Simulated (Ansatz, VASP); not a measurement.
# Cross-check of AlN between VASP and Ansatz, part 3 of 4

Wanted: the spread between two codes on one cell, functional and k mesh. The cell is taken from a series of runs on this material, whose earlier steps may have relaxed, scaled, displaced or heated it; both programs get it as it stands.

VASP 6.6.1 and Ansatz 0.2.0.

So far: The starting structure; Ansatz: zone-centre phonons, PBE, pair 1; VASP: zone-centre phonons, PBE, pair 1.

## (3) VASP: zone-centre phonons, PBE, pair 1 (continued)

Level of this step: PBE; plane waves and PAW (N, Al) (VASP).

Numbers of over 12 decimals in the logs are rounded to 6 here.

OUTCAR, selected parts (step 3):

```text
ion  position               nearest neighbor table
   1  0.333  0.667  0.381-   4 1.88   4 1.88   4 1.88   3 1.89
   2  0.667  0.333  0.881-   3 1.88   3 1.88   3 1.88   4 1.89
   3  0.333  0.667  0.999-   2 1.88   2 1.88   2 1.88   1 1.89   4 3.05   4 3.05   4 3.05   4 3.05
                             4 3.05   4 3.05
   4  0.667  0.333  0.499-   1 1.88   1 1.88   1 1.88   2 1.89   3 3.05   3 3.05   3 3.05   3 3.05
                             3 3.05   3 3.05

  LATTYP: Found a hexagonal cell.
 ALAT       =     3.0903063598
 C/A-ratio  =     1.5986874428

 Subroutine GETGRP returns: Found 12 space group operations
 (whereof  6 operations were pure point group operations)

The static configuration has the point symmetry C_3v.
 The point group associated with its full space group is C_6v.

 Found     48 irreducible k-points:

   k-points           NKPTS =     48   k-points in BZ     NKDIM =     48   number of bands    NBANDS=     14

   dimension x,y,z NGX =    28 NGY =   28 NGZ =   40
   dimension x,y,z NGXF=    56 NGYF=   56 NGZF=   80

   ENCUT  =  600.0 eV  44.10 Ry    6.64 a.u.   6.17  6.17  9.87*2*pi/ulx,y,z

   NELECT =      16.0000    total number of electrons

 k-points in reciprocal lattice and weights: Automatic mesh
   0.00000000  0.00000000  0.00000000       0.002
   0.11111111  0.00000000  0.00000000       0.012
   0.22222222 -0.00000000  0.00000000       0.012
   0.33333333 -0.00000000  0.00000000       0.012
   0.44444444 -0.00000000  0.00000000       0.012
   0.11111111  0.11111111  0.00000000       0.012
   0.22222222  0.11111111  0.00000000       0.025
   0.33333333  0.11111111  0.00000000       0.025
   0.44444444  0.11111111  0.00000000       0.012
[...]
0.33333333  0.22222222  0.50000000       0.025
   0.33333333  0.33333333  0.50000000       0.004

 average (electrostatic) potential at core
       1 -59.6770       2 -59.6770       3 -71.3628       4 -71.3628

 POSITION                                       TOTAL-FORCE (eV/Angst)
 -----------------------------------------------------------------------------------
     -0.00000      1.78419      1.88312        -0.000000      0.000000     -0.000461
      1.54515      0.89209      4.35334         0.000000     -0.000000     -0.000461
     -0.00000      1.78419      4.93468         0.000000     -0.000000      0.000461
      1.54515      0.89209      2.46446        -0.000000     -0.000000      0.000461
 -----------------------------------------------------------------------------------
    total drift:                                0.000000     -0.000000     -0.000835

 MACROSCOPIC STATIC DIELECTRIC TENSOR (including local field effects in DFT)
 ------------------------------------------------------
           4.393472    -0.000000     0.000000
          -0.000000     4.393472     0.000000
           0.000000     0.000000     4.617049
 ------------------------------------------------------

 PIEZOELECTRIC TENSOR (including local field effects)  for field in x, y, z        (C/m^2)
          XX          YY          ZZ          XY          YZ          ZX
  --------------------------------------------------------------------------------
  x     0.00000    -0.00000    -0.00000     0.00000     0.00000     0.33251
  y     0.00000    -0.00000    -0.00000     0.00000     0.33251     0.00000
  z     0.25418     0.25418    -0.37683     0.00000    -0.00000     0.00000

 BORN EFFECTIVE CHARGES (including local field effects) (in |e|, cummulative output)
 ---------------------------------------------------------------------------------
 ion    1
    1    -2.50987    -0.00000     0.00000
    2     0.00000    -2.50987     0.00000
    3     0.00000     0.00000    -2.67501
 ion    2
    1    -2.50987     0.00000     0.00000
    2     0.00000    -2.50987     0.00000
    3     0.00000     0.00000    -2.67501
 ion    3
    1     2.50987    -0.00000     0.00000
    2     0.00000     2.50987     0.00000
    3     0.00000     0.00000     2.67501
 ion    4
    1     2.50987     0.00000     0.00000
    2     0.00000     2.50987     0.00000
    3     0.00000    -0.00000     2.67501

 Eigenvectors and eigenvalues of the dynamical matrix
 ----------------------------------------------------

   1 f  =   22.187244 THz   139.406568 2PiTHz  740.086809 cm-1    91.759028 meV
             X         Y         Z           dx          dy          dz
     -0.000000  1.784189  1.883119    -0.000000   -0.000000    0.705908
      1.545153  0.892095  4.353336    -0.000000    0.000000   -0.705908
     -0.000000  1.784189  4.934680     0.000000    0.000000   -0.041151
      1.545153  0.892095  2.464463     0.000000    0.000000    0.041151

   2 f  =   20.674032 THz   129.898776 2PiTHz  689.611489 cm-1    85.500889 meV
             X         Y         Z           dx          dy          dz
     -0.000000  1.784189  1.883119    -0.000002    0.573738   -0.000000
      1.545153  0.892095  4.353336    -0.000002    0.573738   -0.000000
     -0.000000  1.784189  4.934680     0.000002   -0.413309    0.000000
      1.545153  0.892095  2.464463     0.000002   -0.413309    0.000000

   3 f  =   20.674032 THz   129.898776 2PiTHz  689.611489 cm-1    85.500889 meV
             X         Y         Z           dx          dy          dz
     -0.000000  1.784189  1.883119     0.573738    0.000002    0.000000
      1.545153  0.892095  4.353336     0.573738    0.000002   -0.000000
     -0.000000  1.784189  4.934680    -0.413309   -0.000002   -0.000000
      1.545153  0.892095  2.464463    -0.413309   -0.000002    0.000000

   4 f  =   20.423351 THz   128.323698 2PiTHz  681.249654 cm-1    84.464154 meV
             X         Y         Z           dx          dy          dz
     -0.000000  1.784189  1.883119    -0.000000    0.593535   -0.000000
      1.545153  0.892095  4.353336     0.000000   -0.593535   -0.000000
     -0.000000  1.784189  4.934680    -0.000000    0.384338    0.000000
      1.545153  0.892095  2.464463     0.000000   -0.384338    0.000000

   5 f  =   20.423351 THz   128.323698 2PiTHz  681.249654 cm-1    84.464154 meV
             X         Y         Z           dx          dy          dz
     -0.000000  1.784189  1.883119     0.593535    0.000000    0.000000
      1.545153  0.892095  4.353336    -0.593535   -0.000000   -0.000000
     -0.000000  1.784189  4.934680     0.384338    0.000000   -0.000000
      1.545153  0.892095  2.464463    -0.384338   -0.000000    0.000000

   6 f  =   18.866978 THz   118.544717 2PiTHz  629.334635 cm-1    78.027515 meV
             X         Y         Z           dx          dy          dz
     -0.000000  1.784189  1.883119    -0.000000    0.000000    0.573695
      1.545153  0.892095  4.353336     0.000000   -0.000000    0.573695
     -0.000000  1.784189  4.934680     0.000000   -0.000000   -0.413370
      1.545153  0.892095  2.464463     0.000000   -0.000000   -0.413370

   7 f  =   16.677185 THz   104.785842 2PiTHz  556.291005 cm-1    68.971263 meV
             X         Y         Z           dx          dy          dz
     -0.000000  1.784189  1.883119    -0.000000    0.000000   -0.041151
      1.545153  0.892095  4.353336     0.000000   -0.000000    0.041151
     -0.000000  1.784189  4.934680     0.000000    0.000000   -0.705908
      1.545153  0.892095  2.464463    -0.000000   -0.000000    0.705908

   8 f  =    7.102176 THz    44.624291 2PiTHz  236.903107 cm-1    29.372229 meV
             X         Y         Z           dx          dy          dz
     -0.000000  1.784189  1.883119    -0.000032    0.384338    0.000000
      1.545153  0.892095  4.353336     0.000032   -0.384338    0.000000
     -0.000000  1.784189  4.934680     0.000049   -0.593535    0.000000
      1.545153  0.892095  2.464463    -0.000049    0.593535    0.000000

   9 f  =    7.102176 THz    44.624291 2PiTHz  236.903107 cm-1    29.372229 meV
             X         Y         Z           dx          dy          dz
     -0.000000  1.784189  1.883119    -0.384338   -0.000032   -0.000000
      1.545153  0.892095  4.353336     0.384338    0.000032   -0.000000
     -0.000000  1.784189  4.934680     0.593535    0.000049    0.000000
      1.545153  0.892095  2.464463    -0.593535   -0.000049   -0.000000

  10 f/i=    0.000234 THz     0.001471 2PiTHz    0.007810 cm-1     0.000968 meV
             X         Y         Z           dx          dy          dz
     -0.000000  1.784189  1.883119     0.308670    0.274858    0.000000
      1.545153  0.892095  4.353336     0.308670    0.274858    0.000000
     -0.000000  1.784189  4.934680     0.428483    0.381547    0.000000
      1.545153  0.892095  2.464463     0.428483    0.381547    0.000000

  11 f/i=    0.000234 THz     0.001471 2PiTHz    0.007810 cm-1     0.000968 meV
             X         Y         Z           dx          dy          dz
     -0.000000  1.784189  1.883119     0.274858   -0.308670   -0.000000
      1.545153  0.892095  4.353336     0.274858   -0.308670   -0.000000
     -0.000000  1.784189  4.934680     0.381547   -0.428483   -0.000000
      1.545153  0.892095  2.464463     0.381547   -0.428483   -0.000000

  12 f/i=    0.002210 THz     0.013887 2PiTHz    0.073724 cm-1     0.009141 meV
             X         Y         Z           dx          dy          dz
     -0.000000  1.784189  1.883119     0.000000    0.000000   -0.413370
      1.545153  0.892095  4.353336     0.000000    0.000000   -0.413370
     -0.000000  1.784189  4.934680     0.000000    0.000000   -0.573695
      1.545153  0.892095  2.464463     0.000000    0.000000   -0.573695

 MACROSCOPIC STATIC DIELECTRIC TENSOR IONIC CONTRIBUTION
 ------------------------------------------------------
           3.461163     0.000000     0.000000
           0.000000     3.461163     0.000000
           0.000000     0.000000     4.720471
 ------------------------------------------------------

 ELASTIC MODULI CONTR FROM IONIC RELAXATION (kBar)
 Direction    XX          YY          ZZ          XY          YZ          ZX
 --------------------------------------------------------------------------------
 XX        -860.3035    398.0981    511.2510     -0.0000      0.0000     -0.0000
 YY         398.0981   -860.3035    511.2510      0.0000     -0.0000      0.0000
 ZZ         511.2510    511.2510  -1131.0020      0.0000      0.0000      0.0000
 XY          -0.0000      0.0000      0.0000   -629.2008     -0.0000      0.0000
 YZ           0.0000      0.0000      0.0000     -0.0000   -162.2001     -0.0000
 ZX          -0.0000      0.0000      0.0000      0.0000     -0.0000   -171.3785
 --------------------------------------------------------------------------------

 PIEZOELECTRIC TENSOR IONIC CONTR  for field in x, y, z        (C/m^2)
          XX          YY          ZZ          XY          YZ          ZX
  --------------------------------------------------------------------------------
  x    -0.00000     0.00000     0.00000     0.00000    -0.00000    -0.72471
  y    -0.00000     0.00000     0.00000    -0.00000    -0.70503    -0.00000
  z    -0.98281    -0.98281     2.17419    -0.00000    -0.00000    -0.00000
```

## (4) Comparison

Known differences besides the potentials themselves: fixed occupations in Ansatz, narrow Gaussian smearing in VASP; VASP's response is taken on the typed mesh, Ansatz refines its own for the field response alone; the cutoff is 420 eV in Ansatz and 600 eV in VASP. Total energies have different zeros and are not compared.

Both answers:

```
                                     quantity  Ansatz   VASP  difference
                                        ε∞ xx    4.40   4.39     +0.07 %
                                        ε∞ yy    4.40   4.39     +0.07 %
                                        ε∞ zz    4.62   4.62     +0.12 %
 Born charge of N1 (mean of the diagonal) (e)   -2.58  -2.56       -0.01
Born charge of Al3 (mean of the diagonal) (e)    2.58   2.56       +0.01
                   optical mode 1 to 2 (cm⁻¹)   236.4  236.9     -0.23 %
                        optical mode 3 (cm⁻¹)   556.1  556.3     -0.03 %
                        optical mode 4 (cm⁻¹)   628.4  629.3     -0.15 %
                   optical mode 5 to 6 (cm⁻¹)   680.0  681.2     -0.18 %
                   optical mode 7 to 8 (cm⁻¹)   688.6  689.6     -0.15 %
                        optical mode 9 (cm⁻¹)   738.1  740.1     -0.27 %
```

Modes are paired by rising frequency, not by their patterns, so a pair may set unlike modes beside each other; they are those without the splitting of longitudinal modes.

## (5) Ansatz: zone-centre phonons, PBE, pair 2

Second derivatives magnify differences that forces hide, and they need a tight electronic threshold. The cell compared in this pair holds 41.71 Å³, against 40.86 Å³ for the pair before.

The cell is taken from a series of runs on this material, whose earlier steps may have relaxed, scaled, displaced or heated it; both programs get it as it stands.

input.yaml reads:

```yaml
crystal:
  lattice:
    - [3.1100841996, 0.0, 0.0]
    - [-1.5550420998, 2.6934119247, 0.0]
    - [0.0, 0.0, 4.9794195446]
  atoms:
    - { symbol: "N", position: [0.3333333333, 0.6666666667, 0.3809514675] }
    - { symbol: "N", position: [0.6666666667, 0.3333333333, 0.8809514675] }
    - { symbol: Al, position: [0.3333333333, 0.6666666667, -0.0009514675] }
    - { symbol: Al, position: [0.6666666667, 0.3333333333, 0.4990485325] }
kpoints:
  mp_grid: { grid: [9, 9, 6] }
hamiltonian:
  xc: pbe
  pseudopotentials: { kind: paw, azcp: { folder: soft_1 } }
scf:
  occupations: { method: fixed }
output:
  eigenvalues: true
phonons:
  method: dfpt
  dielectric: true
  rigid_motions: translations
```

Launch:

```sh
$ ansatz run input.yaml --threads 4 --pin off --max-ram 16384MiB --backend cpu --events-out ev --progress --plain --runs-dir out
```

Log:

```text
[...]
Crystal: 4 atoms, lattice volume = 41.711 Å³
Basis set: ecut = 420 eV, 809 PW (Γ), exchange–correlation on 48×48×72 points (8 copies of the dense FFT grid, shifted against one another)
Bands: 12, of which v1, the nominal top of the filled ones, is band 8 counted from 1 (7 counted from 0)
Symmetry: 12 space group operations
k-points: 140 of 486 (irreducible under 2 space group operations, time reversal used)
[...]
optical modes at Γ + LO–TO along q̂ = [1.0000, 0.0000, 0.0000]:
      ω (cm⁻¹)  modes    IR ((D/Å)²/amu)
[...]
optical modes at Γ + LO–TO along q̂ = [0.0000, 1.0000, 0.0000]:
      ω (cm⁻¹)  modes    IR ((D/Å)²/amu)
[...]
optical modes at Γ + LO–TO along q̂ = [0.0000, 0.0000, 1.0000]:
      ω (cm⁻¹)  modes    IR ((D/Å)²/amu)
[...]
657.52      2             0.0000
        668.17      2            63.7959
        721.23      1             0.0000
        877.28      1            36.0974
[key lines of the parts left out:]
SCF converged after 9 iterations
Free energy (F): -1848.508651 eV
Fermi energy:    7.163806 eV
```

## (6) VASP: zone-centre phonons, PBE, pair 2

The same cell, functional and mesh now go to VASP, with its own data sets.

INCAR reads:

```
SYSTEM = AlN
PREC = Accurate
ENCUT = 600
EDIFF = 1E-08
NELM = 120
ISMEAR = 0
SIGMA = 0.01
LREAL = .FALSE.
ALGO = Normal
GGA = PE
NBANDS = 14
LORBIT = 11
LWAVE = .FALSE.
LCHARG = .FALSE.
ISIF = 2
IBRION = 8
LEPSILON = .TRUE.
LASPH = .TRUE.
GGA_COMPAT = .FALSE.
EFERMI = MIDGAP
KPAR = 2
```

POSCAR reads:

```
AlN
1.0
    3.1100841996      0.0000000000      0.0000000000
   -1.5550420998      2.6934119247      0.0000000000
    0.0000000000      0.0000000000      4.9794195446
N Al
2 2
Direct
    0.3333333333      0.6666666667      0.3809514675
    0.6666666667      0.3333333333      0.8809514675
    0.3333333333      0.6666666667      0.9990485325
    0.6666666667      0.3333333333      0.4990485325
```

KPOINTS reads:

```
Automatic mesh
0
Gamma
9 9 6
0 0 0
```

Potentials, in the order of the species: N and Al (PBE family, release 64).

Launch:

```sh
$ mpirun -np 2 vasp_std
```

Log:

```text
[... set-up lines as in an earlier step ...]
 entering main loop
       N       E                     dE             d eps       ncg     rms          rms(c)
DAV:   1     0.514803586290E+02    0.51480E+02   -0.80904E+03  1344   0.115E+03
DAV:   2    -0.302605583398E+02   -0.81741E+02   -0.74616E+02  1880   0.225E+02
DAV:   3    -0.344956028455E+02   -0.42350E+01   -0.42179E+01  1854   0.535E+01
DAV:   4    -0.345271296323E+02   -0.31527E-01   -0.31523E-01  1464   0.514E+00
[...]
DAV:  15    -0.297734570283E+02   -0.27982E-07   -0.13739E-07  1782   0.302E-03    0.368E-04
DAV:  16    -0.297734570170E+02    0.11300E-07   -0.58588E-09  1014   0.667E-04    0.146E-04
DAV:  17    -0.297734570160E+02    0.95929E-09   -0.48497E-10  1020   0.313E-04
   1 F= -.29773457E+02 E0= -.29773457E+02  d E =0.000000E+00
 Linear response reoptimize wavefunctions to high precision
DAV:   1    -0.297734570159E+02    0.12392E-09   -0.28593E-11  1104   0.513E-05
DAV:   2    -0.297734570159E+02   -0.75033E-11   -0.35909E-12   948   0.197E-05
 Linear response G [H, r] |phi>, progress :
  Direction:   1
[...]
RMM:  10    -0.569994675077E-02    0.53152E-08   -0.47127E-09 13348   0.102E-05    0.299E-06
 first order change of Fermi-energy  -0.48337E-05
 force on displaced ion       3 direction 1 : -15.848  -0.000  -0.000
 Born effective charge ion    3 direction 1 :   2.513   0.000   0.000
 Linear response progress:
  Degree of freedom:   4/  4
       N       E                     dE             d eps       ncg     rms          rms(c)
RMM:   1    -0.210318090185E-01   -0.21032E-01   -0.17909E-02  4958   0.128E+00
RMM:   2    -0.116043438455E-01    0.94275E-02   -0.24087E-03  2785   0.400E-01    0.111E-01
RMM:   3    -0.112006540669E-01    0.40369E-03   -0.10888E-04  2950   0.141E-01    0.512E-02
RMM:   4    -0.111462938722E-01    0.54360E-04   -0.20596E-04  3042   0.491E-02    0.256E-02
[...]
RMM:   9    -0.110918442785E-01   -0.28455E-06    0.31816E-08  3162   0.286E-04    0.276E-05
RMM:  10    -0.110918275389E-01    0.16740E-07   -0.52553E-08  3272   0.539E-05    0.120E-05
RMM:  11    -0.110918212888E-01    0.62501E-08    0.14516E-08  3172   0.297E-05    0.255E-06
 first order change of Fermi-energy  -0.85714E+00
 force on displaced ion       3 direction 3 :  -0.000  -0.000 -21.155
 Born effective charge ion    3 direction 3 :   0.000  -0.000   2.676
 Born effective charges drift removed
 Linear response finished
```

Parts of OUTCAR (step 6):

```text
 POSITION                                       TOTAL-FORCE (eV/Angst)
 -----------------------------------------------------------------------------------
     -0.00000      1.79561      1.89692         0.000000      0.000000     -0.000778
      1.55504      0.89780      4.38663        -0.000000     -0.000000     -0.000778
     -0.00000      1.79561      4.97468        -0.000000      0.000000      0.000778
      1.55504      0.89780      2.48497        -0.000000     -0.000000      0.000778
 -----------------------------------------------------------------------------------
    total drift:                                0.000000     -0.000000      0.000492

 MACROSCOPIC STATIC DIELECTRIC TENSOR (including local field effects in DFT)
 ------------------------------------------------------
           4.432407     0.000000     0.000000
           0.000000     4.432407     0.000000
          -0.000000     0.000000     4.653946
 ------------------------------------------------------

 MACROSCOPIC STATIC DIELECTRIC TENSOR IONIC CONTRIBUTION
 ------------------------------------------------------
           3.610746    -0.000000    -0.000000
          -0.000000     3.610746    -0.000000
          -0.000000    -0.000000     4.892567
 ------------------------------------------------------

[... 1 part as in an earlier step ...]
```

## (7) Comparison

Both answers:

```
                                     quantity  Ansatz   VASP  difference
                                        ε∞ xx    4.43   4.43     +0.05 %
                                        ε∞ yy    4.43   4.43     +0.05 %
                                        ε∞ zz    4.66   4.65     +0.11 %
 Born charge of N1 (mean of the diagonal) (e)   -2.58  -2.57       -0.01
Born charge of Al3 (mean of the diagonal) (e)    2.58   2.57       +0.01
                   optical mode 1 to 2 (cm⁻¹)   236.5  237.1     -0.23 %
                        optical mode 3 (cm⁻¹)   546.1  546.2     -0.02 %
                        optical mode 4 (cm⁻¹)   611.1  611.9     -0.13 %
                   optical mode 5 to 6 (cm⁻¹)   657.5  658.7     -0.18 %
                   optical mode 7 to 8 (cm⁻¹)   668.2  669.1     -0.14 %
                        optical mode 9 (cm⁻¹)   721.2  723.1     -0.25 %
```

Modes are paired by rising frequency, not by their patterns, so a pair may set unlike modes beside each other; they are those without the splitting of longitudinal modes.

(Continued in part 4 of 4.)

[Lines on the potential files, build, host, timing and source positions are cut from VASP's logs without a mark.]

[Logs are printed without paths, hosts, clocks, repeated set-up lines and the standing remarks that a program may print on its own settings, such as how far it seeks lower states.]

[Hosts, paths, dates, database ids (printed as entryN), source tags and the programs' standing remarks are cut or masked in the printed files.]
